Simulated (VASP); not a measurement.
# A VASP study of MgGaPSe (PBEsol + D3(BJ)): structure first, properties next, part 3 of 8

What structure does MgGaPSe take at this level, and what are its properties? The cell is invented: it takes the structure of a Materials Project entry for ZnGaPS (space group 160 there), with some of its atoms replaced by other elements, volume scaled by an estimate. It may not be a known or stable phase. The atoms of the start are displaced at random from the sites of a R3m cell.

VASP 6.6.1; PBEsol with D3(BJ); plane waves and PAW (Se, Ga_d, P, Mg); invented cell.

So far, gap on the k-mesh (eV): step 2 (rough relaxation of the start cell) 1.52; step 3 (relaxing cell and atoms (PBEsol + D3(BJ))) 1.54.

## Step 4: Single point with fields (PBEsol + D3(BJ))

The relaxed cell gets a fresh self-consistent run, on a basis set for its own volume, to fix the density and to check the remaining stress.

Contents of INCAR:

```
SYSTEM = MgGaPSe
PREC = Accurate
ENCUT = 400
EDIFF = 1E-06
NELM = 100
ISMEAR = -1
SIGMA = 0.05
LREAL = .FALSE.
ALGO = Normal
GGA = PS
IVDW = 12
NBANDS = 19
LORBIT = 11
LWAVE = .FALSE.
LCHARG = .TRUE.
ISIF = 2
LELF = .TRUE.
LVHAR = .TRUE.
```

Contents of POSCAR:

```
MgGaPSe
1.0
    3.3957904926     -1.9605671365      0.0002746655
    3.3957904926      1.9605671365      0.0002746655
   -2.2613127420      0.0000000000      6.6937267810
Se Ga P Mg
1 1 1 1
Direct
    0.6164393817      0.6164393817      0.8592685506
    0.4952956285      0.4952956285      0.4928603086
    0.1278096726      0.1278096726      0.3902155306
    0.0021781652      0.0021781652      0.0167696102
```

Contents of KPOINTS:

```
Automatic mesh
0
Gamma
7 7 4
0 0 0
```

Potentials, in the order of the species: Se, Ga_d, P and Mg (PBE family, release 64).

Launch:

```bash
$ mpirun -np 2 vasp_std
```

Output:

```text
[banner, memory and clock lines left out]
running    2 mpi-ranks, on    1 nodes
 distrk:  each k-point on    2 cores,    1 groups
 distr:  one band on    1 cores,    2 groups

 POSCAR found type information on POSCAR SeGaP Mg
 POSCAR found :  4 types and       4 ions
 [... a notice as in an earlier step ...]

 LDA part: xc-table for (Slater+PW92), standard interpolation
|                                                                             |
|           W    W    AA    RRRRR   N    N  II  N    N   GGGG   !!!           |
|           W    W   A  A   R    R  NN   N  II  NN   N  G    G  !!!           |
|           W    W  A    A  R    R  N N  N  II  N N  N  G       !!!           |
|           W WW W  AAAAAA  RRRRR   N  N N  II  N  N N  G  GGG   !            |
|           WW  WW  A    A  R   R   N   NN  II  N   NN  G    G                |
|           W    W  A    A  R    R  N    N  II  N    N   GGGG   !!!           |
|                                                                             |
|     The number of bands has been changed from the values supplied in        |
|     The orbitals not found in the WAVECAR file will be initialized with     |
|     random numbers, which is usually adequate. For correlated               |
|     calculations, however, you should redo the groundstate calculation.     |
|     I found NBANDS = 19. Now, NBANDS = 20.                                  |
|                                                                             |

 POSCAR, INCAR and KPOINTS ok, starting setup
 FFT: planning ... GRIDC
 FFT: planning ... GRID_SOFT
 FFT: planning ... GRID
 WAVECAR not read
 entering main loop
       N       E                     dE             d eps       ncg     rms          rms(c)
DAV:   1     0.142243125265E+03    0.14224E+03   -0.10314E+04  2408   0.123E+03
DAV:   2    -0.266695840105E+01   -0.14491E+03   -0.13841E+03  2736   0.295E+02
DAV:   3    -0.177240880040E+02   -0.15057E+02   -0.14924E+02  2868   0.857E+01
DAV:   4    -0.181366243119E+02   -0.41254E+00   -0.41184E+00  3152   0.154E+01
DAV:   5    -0.181447184097E+02   -0.80941E-02   -0.80923E-02  2872   0.190E+00    0.507E+00
DAV:   6    -0.175548445234E+02    0.58987E+00   -0.98997E-01  3728   0.160E+01    0.321E+00
DAV:   7    -0.174713664166E+02    0.83478E-01   -0.41663E-01  2884   0.338E+00    0.128E+00
DAV:   8    -0.174691978337E+02    0.21686E-02   -0.27694E-02  2964   0.199E+00    0.260E-01
DAV:   9    -0.174695130539E+02   -0.31522E-03   -0.29172E-03  3416   0.752E-01    0.128E-01
DAV:  10    -0.174695367335E+02   -0.23680E-04   -0.30238E-04  2804   0.115E-01    0.643E-02
DAV:  11    -0.174696057503E+02   -0.69017E-04   -0.64035E-05  2808   0.659E-02    0.240E-02
DAV:  12    -0.174696113280E+02   -0.55777E-05   -0.10174E-05  2852   0.219E-02    0.843E-03
DAV:  13    -0.174696115078E+02   -0.17972E-06   -0.19565E-06  2464   0.996E-03
   1 F= -.18580642E+02 E0= -.18580642E+02  d E =-.695620E-08
```

It took 60 s on 2 MPI ranks of AMD EPYC 7R43, shared host; peak memory 0.36 GiB; 2 min of CPU time.

From OUTCAR (step 4):

```text
  LATTYP: Found a base centered monoclinic cell.
 ALAT       =     6.7915810074
 B/A-ratio  =     0.5773522054
 C/A-ratio  =     1.0403136265
 COS(beta)  =    -0.3199789895

The static configuration has the point symmetry C_1h.

 Found     60 irreducible k-points:

   k-points           NKPTS =     60   k-points in BZ     NKDIM =     60   number of bands    NBANDS=     20

   ENCUT  =  400.0 eV  29.40 Ry    5.42 a.u.   6.39  6.39 11.52*2*pi/ulx,y,z

   NELECT =      26.0000    total number of electrons

 E-fermi :   3.6361

 k-point     1 :       0.0000    0.0000    0.0000
  band No.  band energies     occupation
    ...
      9       2.0275      2.00000
     10       2.0280      2.00000
     11       2.6312      2.00000
     12       2.8332      2.00000
     13       2.8337      2.00000
     14       4.3734      0.00000
     15       5.9692      0.00000
     16       7.4794      0.00000
     17       7.4803      0.00000
     18       8.0240      0.00000
    ...

 k-point     2 :       0.1429   -0.0000   -0.0000
  band No.  band energies     occupation
    ...
      9       0.9152      2.00000
     10       1.5050      2.00000
     11       1.8210      2.00000
     12       2.4925      2.00000
     13       2.5147      2.00000
     14       5.5361      0.00000
     15       6.5693      0.00000
     16       7.5386      0.00000
     17       8.1691      0.00000
     18       8.3622      0.00000
    ...

 Edisp (eV)   -1.11103

  Total      -0.01668    -0.02131    -0.01048     0.00000     0.00000     0.00139
  in kB      -0.29980    -0.38314    -0.18838     0.00000     0.00000     0.02490
  external pressure =       -0.29 kB  Pullay stress =        0.00 kB

 POSITION                                       TOTAL-FORCE (eV/Angst)
 -----------------------------------------------------------------------------------
      2.24352      0.00000      5.75205         0.001130      0.000000     -0.001299
      2.24933      0.00000      3.29934         0.000822      0.000000     -0.003818
     -0.01437      0.00000      2.61207        -0.003996      0.000000     -0.001155
     -0.02313      0.00000      0.11225         0.002044      0.000000      0.006272
 -----------------------------------------------------------------------------------
    total drift:                                0.000621      0.000000      0.000838

  FREE ENERGIE OF THE ION-ELECTRON SYSTEM (eV)
  ---------------------------------------------------
  free  energy   TOTEN  =       -18.5806424468 eV

  energy  without entropy=      -18.5806424398  energy(sigma->0) =      -18.58064244

[... 4 parts as in an earlier step ...]

[... 7 further parts left out ...]
```

This step gave:

* SCF cycles: 13
* bands: 20
* pressure: -0.02904 GPa

Valence electrons inside each PAW sphere by angular momentum. Sphere charges, by row:

```csv
atom,s (e),p (e),d (e),tot (e)
Se1,1.436,2.521,0.018,3.975
Ga2,0.862,0.792,10.01,11.67
P3,1.017,1.512,0,2.529
Mg4,0.185,0.164,0.038,0.386
```

ELF in the ac plane at fractional y = 0.002, with atoms of Mg within 0.2 Å of it. It is the smooth field of the valence electrons, not physical close to the nuclei.

Ten even steps from '_' (0.00) to '@' (0.94), each cell a mean:
```
____::++############++--____
__..--**##########**++::____
__..--++##########++--..____
....--++**####**++--::....__
__..::--==++++==--....______
____..::::----::..__________
________......______________
____________________________
____..........______________
..::--======--::..__________
--++**######**==::..____..::
**##%%%%%%%%##++--..__..::--
##%%%%%%%%%%##++--......--++
##############++--....::==**
##********##**==::....::++**
############**==..__..--++##
%%@@@@@@%%##++::..__..--**##
@@@@@@@@%%##==..____..--**%%
@@@@@@@@%%++::______..--##%%
@@@@@@%%**--..______..--**%%
%%%%**==::..________....--++
----..........::::..........
______..--==========--..____
____..--++**********++::____
```
Columns run along a (3.9 Å), rows up along c (7.1 Å). Atoms in or near the plane, at fractional coordinates: Mg at (0.00, 0.02).

Valence density in the ac plane at fractional y = 0.002, with atoms of Mg within 0.2 Å of it. It is the smooth field of the valence electrons, not physical close to the nuclei.

Ten even steps from '_' (0.02 e/Å³) to '@' (0.75 e/Å³), each cell a mean:
```
______....::::::::....______
____....::::::::::::..______
____....::::::::::....______
____......::::::....________
______..........____________
____________________________
____________________________
____________________________
____________________________
____..........______________
....::----::::..____________
::--++****==--....________..
==**@@@@@@**==::..______..::
**%%@@@@@@##==::..______..--
##%%####%%**==....____..::==
##%%%%%%%%++--..______..::==
##@@@@%%**--..________..::==
**####**==::..__________::--
======--::..____________..::
::--::::..______________....
........__________________..
____________________________
____________________________
________..............______
```
Columns run along a (3.9 Å), rows up along c (7.1 Å). Atoms in or near the plane, at fractional coordinates: Mg at (0.00, 0.02).

Electrostatic potential energy in the ac plane at fractional y = 0.002, with atoms of Mg within 0.2 Å of it. With pseudopotentials it is smooth inside the atoms' cores, unlike the true potential.

Values in eV, 24 rows by 14 columns, each cell a mean:
```
-23 -20 -13  -5  -1   1   1   1   1  -1  -5 -13 -20 -23
-17 -13  -6  -2   0   1   1   1   1   0  -3  -9 -16 -18
 -6  -3  -1   1   1   1   1   1   2   1  -1  -4  -7  -8
 -1   0   2   2   2   2   2   2   2   2   1   0  -2  -2
  2   3   3   3   3   3   3   3   3   3   3   2   2   2
  3   3   4   4   3   3   3   4   4   3   3   3   3   3
  4   4   4   4   4   4   4   4   4   4   4   4   4   4
  4   4   4   4   4   4   4   4   4   4   4   4   4   4
  4   4   4   3   3   3   4   4   4   4   4   4   4   4
  3   3   3   3   2   3   3   3   3   3   3   3   3   4
  3   2   1   0  -1   0   2   3   3   3   3   3   3   3
  1  -1  -4  -6  -6  -3   0   2   3   3   3   3   3   3
 -3 -11 -25 -31 -25 -10  -3   1   2   3   3   3   2   1
-10 -30 -42 -42 -40 -18  -5   1   2   3   3   3   2  -1
-22 -41 -42 -42 -41 -17  -4   1   3   3   3   2   1  -4
-24 -41 -42 -42 -32  -9  -2   2   3   3   3   2   0  -5
-13 -27 -33 -24 -10  -2   1   3   3   3   3   3   1  -3
 -5  -8  -9  -6  -2   1   3   3   4   4   3   3   1  -1
 -1  -2  -2  -1   1   2   3   3   4   3   3   3   2   0
 -3  -4  -3  -1   0   2   3   3   3   3   3   2   0  -1
-13 -13 -10  -5  -2   1   2   3   3   2   1  -1  -4  -9
-20 -20 -17  -9  -3   0   2   3   3   2   0  -4 -11 -17
-26 -24 -20 -11  -4   0   2   2   2   1  -3  -9 -19 -24
-27 -24 -19  -9  -3   1   2   2   1   0  -4 -13 -21 -26
```
Columns run along a (3.9 Å; values clipped at the 3rd and 97th percentile), rows up along c (7.1 Å). Atoms in or near the plane, at fractional coordinates: Mg at (0.00, 0.02).

In this run the pressure is -0.03 GPa, small enough to go on; single stress components reach 0.04 GPa.

## Step 5: Band structure (PBEsol + D3(BJ))

The mesh alone shows little of the dispersion and can miss band extrema, so KPOINTS_OPT adds a path through the symmetry points after the self-consistent cycle.

Contents of INCAR:

```
SYSTEM = MgGaPSe
PREC = Accurate
ENCUT = 400
EDIFF = 1E-06
NELM = 100
ISMEAR = -1
SIGMA = 0.05
LREAL = .FALSE.
ALGO = Normal
GGA = PS
IVDW = 12
NBANDS = 27
LORBIT = 11
LWAVE = .FALSE.
LCHARG = .FALSE.
KPAR = 2
```

POSCAR is that of step 4.

KPOINTS is that of step 4.

Contents of KPOINTS_OPT:

```
Line mode
16
Line-mode
Reciprocal
  0.00000000   0.00000000   0.00000000 GAMMA
 -0.50000000  -0.50000000   0.00000000 Y

 -0.50000000  -0.50000000   0.00000000 Y
 -0.52863322  -0.52863322   0.18618426 F

 -0.52863322  -0.52863322   0.18618426 F
 -0.50000000  -0.50000000   0.50000000 L

 -0.50000000  -0.50000000   0.50000000 L
 -0.68571608  -0.31428392   0.50000000 I

 -0.31428392   0.31428392   0.50000000 I1
  0.00000000   0.00000000   0.50000000 Z

  0.00000000   0.00000000   0.50000000 Z
 -0.47136678  -0.47136678   0.81381574 F1

 -0.50000000  -0.50000000   0.00000000 Y
 -0.65716060  -0.34283940   0.00000000 X1

 -0.34283940   0.34283940   0.00000000 X
  0.00000000   0.00000000   0.00000000 GAMMA

  0.00000000   0.00000000   0.00000000 GAMMA
 -0.50000000   0.00000000   0.00000000 N

 -0.50000000   0.00000000   0.50000000 M
  0.00000000   0.00000000   0.00000000 GAMMA
```

Launch:

```bash
$ mpirun -np 2 vasp_std
```

Output:

```text
[... set-up lines as in an earlier step ...]
 entering main loop
       N       E                     dE             d eps       ncg     rms          rms(c)
DAV:   1     0.148781160808E+03    0.14878E+03   -0.96162E+03  3474   0.914E+02
DAV:   2     0.145494291799E+01   -0.14733E+03   -0.13549E+03  3550   0.272E+02
DAV:   3    -0.175934192519E+02   -0.19048E+02   -0.18788E+02  4055   0.759E+01
DAV:   4    -0.181350715235E+02   -0.54165E+00   -0.54081E+00  3850   0.140E+01
DAV:   5    -0.181446575065E+02   -0.95860E-02   -0.95814E-02  4112   0.179E+00    0.507E+00
DAV:   6    -0.175555723243E+02    0.58909E+00   -0.69421E-01  4978   0.118E+01    0.320E+00
DAV:   7    -0.174711996807E+02    0.84373E-01   -0.31131E-01  3837   0.252E+00    0.129E+00
DAV:   8    -0.174691286287E+02    0.20711E-02   -0.22174E-02  4146   0.133E+00    0.332E-01
DAV:   9    -0.174695287317E+02   -0.40010E-03   -0.26099E-03  4328   0.457E-01    0.138E-01
DAV:  10    -0.174695393363E+02   -0.10605E-04   -0.24362E-04  3917   0.878E-02    0.677E-02
DAV:  11    -0.174696050642E+02   -0.65728E-04   -0.51279E-05  3570   0.416E-02    0.241E-02
DAV:  12    -0.174696111190E+02   -0.60549E-05   -0.73682E-06  3899   0.127E-02    0.856E-03
DAV:  13    -0.174696115081E+02   -0.38902E-06   -0.99672E-07  3216   0.589E-03
   1 F= -.18580642E+02 E0= -.18580642E+02  d E =-.696111E-08
 Start KPOINTS_OPT (optional k-point list driver)
k-point batch [1-60\160]
       N       E                     dE             ncg
DAV:   1     0.142072958411E+04   -0.36831E+05     3472
DAV:   2    -0.741358902937E+04   -0.88343E+04     3577
DAV:   3    -0.854260426853E+04   -0.11290E+04     4089
DAV:   4    -0.857309012241E+04   -0.30486E+02     4008
DAV:   5    -0.857360242972E+04   -0.51231E+00     4193
DAV:   6    -0.857362967329E+04   -0.27244E-01     4934
DAV:   7    -0.857362989911E+04   -0.22582E-03     4250
DAV:   8    -0.857362990180E+04   -0.26915E-05     3159
DAV:   9    -0.857362990212E+04   -0.32605E-06     3034
[...]
k-point batch [121-160\160]
       N       E                     dE             ncg
DAV:   1     0.156932073609E+05   -0.11389E+05     2353
DAV:   2     0.982212579255E+04   -0.58711E+04     2359
DAV:   3     0.906704046299E+04   -0.75509E+03     2728
DAV:   4     0.904577053454E+04   -0.21270E+02     2514
DAV:   5     0.904540294275E+04   -0.36759E+00     2772
DAV:   6     0.904538451762E+04   -0.18425E-01     3101
DAV:   7     0.904538439263E+04   -0.12499E-03     2828
DAV:   8     0.904538439170E+04   -0.93373E-06     1994
```

It took 3.1 min on 2 MPI ranks; peak memory 0.54 GiB; 6.2 min of CPU time.

Parts of OUTCAR (step 5):

```text
   k-points           NKPTS =     60   k-points in BZ     NKDIM =     60   number of bands    NBANDS=     27

   NELECT =      26.0000    total number of electrons

 E-fermi :   3.6355

 k-point     1 :       0.0000    0.0000    0.0000
  band No.  band energies     occupation
    ...
      9       2.0275      2.00000
     10       2.0280      2.00000
     11       2.6312      2.00000
     12       2.8331      2.00000
     13       2.8337      2.00000
     14       4.3734      0.00000
     15       5.9692      0.00000
     16       7.4794      0.00000
     17       7.4803      0.00000
     18       8.0240      0.00000
    ...

 Edisp (eV)   -1.11103

  Total      -0.01243    -0.01705    -0.00654     0.00000     0.00000     0.00138
  in kB      -0.22339    -0.30653    -0.11759     0.00000     0.00000     0.02477
  external pressure =       -0.22 kB  Pullay stress =        0.00 kB

 POSITION                                       TOTAL-FORCE (eV/Angst)
 -----------------------------------------------------------------------------------
      2.24352      0.00000      5.75205         0.001128      0.000000     -0.001398
      2.24933      0.00000      3.29934         0.000821      0.000000     -0.003795
     -0.01437      0.00000      2.61207        -0.003993      0.000000     -0.001150
     -0.02313      0.00000      0.11225         0.002044      0.000000      0.006343
 -----------------------------------------------------------------------------------
    total drift:                                0.000620      0.000000      0.000539

  FREE ENERGIE OF THE ION-ELECTRON SYSTEM (eV)
  ---------------------------------------------------
  free  energy   TOTEN  =       -18.5806424471 eV

  energy  without entropy=      -18.5806424401  energy(sigma->0) =      -18.58064244

[... 10 parts as in an earlier step ...]

[... 6 further parts left out ...]
```

Within 0.02 Å the cell has space group R3m; at a tight tolerance a small distortion makes it Cm. Spin-orbit coupling is off here; it would split degenerate levels, and where the valence top consists of them it lifts Se p states by about 0.1 eV.

Numbers from this step:

```
bands                             : 27
Fermi energy                      : 3.635 eV
pressure                          : -0.02158 GPa
least gap on mesh and path        : 1.540 eV
least direct gap on mesh and path : 1.540 eV
```

Electronic bands along the path, in eV, zero at the valence-band top; v1 is the highest filled band, c1 the lowest empty one:

```csv
point,v4,v3,v2,v1,c1,c2,c3,c4
Γ,-0.81,-0.20,0.00,0.00,1.54,3.14,4.65,4.65
0.47 of the way,-2.32,-1.41,-0.49,-0.48,2.51,3.85,5.50,5.78
Y,-2.39,-2.00,-0.86,-0.66,1.72,2.16,4.24,5.42
0.47 of the way,-2.41,-1.99,-0.88,-0.75,1.80,2.21,4.31,5.35
F,-2.50,-1.95,-1.02,-0.93,2.03,2.41,4.56,5.15
0.47 of the way,-2.82,-1.86,-1.46,-1.08,2.40,3.14,4.63,5.43
L,-2.99,-1.79,-1.73,-1.19,2.56,3.90,4.59,5.78
0.47 of the way,-3.14,-2.38,-2.18,-1.27,3.83,4.31,4.98,5.13
I,-3.11,-2.79,-2.20,-1.02,2.71,4.03,5.61,6.32
jump to I1,-3.11,-2.79,-2.20,-1.02,2.71,4.03,5.61,6.32
0.53 of the way,-2.30,-1.73,-1.22,-0.93,3.32,4.05,4.85,5.42
Z,-0.75,-0.75,-0.11,-0.11,2.09,4.37,4.89,4.89
0.47 of the way,-2.20,-1.39,-1.32,-0.50,2.87,3.94,5.39,5.81
F1,-2.50,-1.95,-1.02,-0.93,2.03,2.41,4.56,5.15
jump to Y,-2.39,-2.00,-0.86,-0.66,1.72,2.16,4.24,5.42
0.53 of the way,-2.82,-2.29,-1.77,-0.80,2.16,3.55,4.86,5.07
X1,-3.20,-2.73,-2.26,-1.04,2.77,4.45,5.02,6.26
jump to X,-3.20,-2.73,-2.26,-1.04,2.77,4.45,5.02,6.26
0.53 of the way,-2.64,-1.80,-1.26,-0.36,3.56,4.56,4.89,5.10
Γ,-0.81,-0.20,0.00,0.00,1.54,3.14,4.65,4.65
0.47 of the way,-2.29,-1.28,-0.66,-0.61,2.93,4.03,4.89,5.84
N,-3.00,-1.79,-1.72,-1.19,2.56,3.90,4.59,5.78
jump to M,-2.39,-2.00,-0.86,-0.66,1.72,2.16,4.24,5.42
0.53 of the way,-2.32,-1.41,-0.49,-0.48,2.51,3.85,5.51,5.78
Γ,-0.81,-0.20,0.00,0.00,1.54,3.14,4.65,4.65
```

Of the projections kept (Se, Ga, P, Mg), the largest for each band there, as a share of the weight inside these atoms' spheres; weight between the spheres isn't counted:

```csv
point,v4,v3,v2,v1,c1,c2,c3,c4
Γ,Se 0.70,Se 0.46,P 0.50,P 0.50,Ga 0.51,Se 0.40,Ga 0.82,Ga 0.82
Y,Se 0.59,Se 0.37,Se 0.57,P 0.54,Ga 0.61,Ga 0.57,Mg 0.53,Ga 0.47
F,Se 0.60,Se 0.36,P 0.55,Se 0.58,Ga 0.62,Ga 0.52,Mg 0.50,Ga 0.45
L,Se 0.61,P 0.39,P 0.63,Se 0.65,Ga 0.68,Se 0.49,Ga 0.42,Ga 0.35
I,Se 0.50,Se 0.65,Se 0.62,P 0.63,Ga 0.56,Ga 0.32,P 0.50,Se 0.39
I1,Se 0.50,Se 0.65,Se 0.62,P 0.63,Ga 0.56,Ga 0.32,P 0.50,Se 0.39
```

The path finds the gap of the mesh within 0.02 eV, so the mesh comes close to both band edges.

[end of part 3 of 8]

[Lines on the potential files, build, host, timing and source positions are cut from VASP's logs without a mark.]

[Logs are printed without paths, hosts, clocks, repeated set-up lines and the standing remarks that a program may print on its own settings, such as how far it seeks lower states.]

[Hosts, paths, dates, database ids (printed as entryN), source tags and the programs' standing remarks are cut or masked in the printed files.]

[A measured line is paired with the nearest computed mode of its activity, which favours agreement.]

[In band tables of VASP the shares of atoms and orbitals are scaled to a sum of 1 inside the atoms' spheres.]
